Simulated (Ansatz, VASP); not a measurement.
**One calculation of Zn2SbO3, two programs**

```
Zn Sb O
1.0
     6.24403    0.00000    0.00000
    -3.12202    5.40749    0.00000
     0.00000    0.00000    3.30283
Zn Sb O
2 1 3
Direct
  0.33333 0.66667 0.00000
  0.66667 0.33333 0.00000
  0.00000 0.00000 0.00000
  0.50000 0.00000 0.00000
  0.00000 0.50000 0.00000
  0.50000 0.50000 0.00000
```

Alike in both runs: functional PBE; k mesh 3 × 3 × 6; occupations gaussian, width 0.1 eV; no spin polarisation.

Ansatz relaxed the structure, and its values are those at the end. VASP's run is a single point on that final structure, the one shown.

```csv
,VASP,Ansatz
version,VASP 6.6.1,Ansatz 0.2.0
potentials or method,"VASP PAW PBE potentials, release 64 (Zn, Sb, O)","scalar-relativistic, plane waves, PAW"
plane-wave cutoff (eV),520,420
valence electrons in the cell,47,57
```

|  | VASP | Ansatz | Ansatz less VASP |
| --- | --- | --- | --- |
| gap on the k mesh at the Fermi level (eV) | none | none | - |
| pressure (GPa) | 0.6 | 0.0 | -0.61 |

A gap of «none» marks a metal or a gap that the smearing closes. The two sets of potentials don't hold the same shells in valence.

Caveats: the k mesh is coarse (spacing up to 0.39 Å⁻¹), so the values aren't converged; an odd number of electrons without spin polarisation forces a metal; a magnetic or distorted state may lie lower. The runs have no spin-orbit coupling, so splittings on Sb are missing.
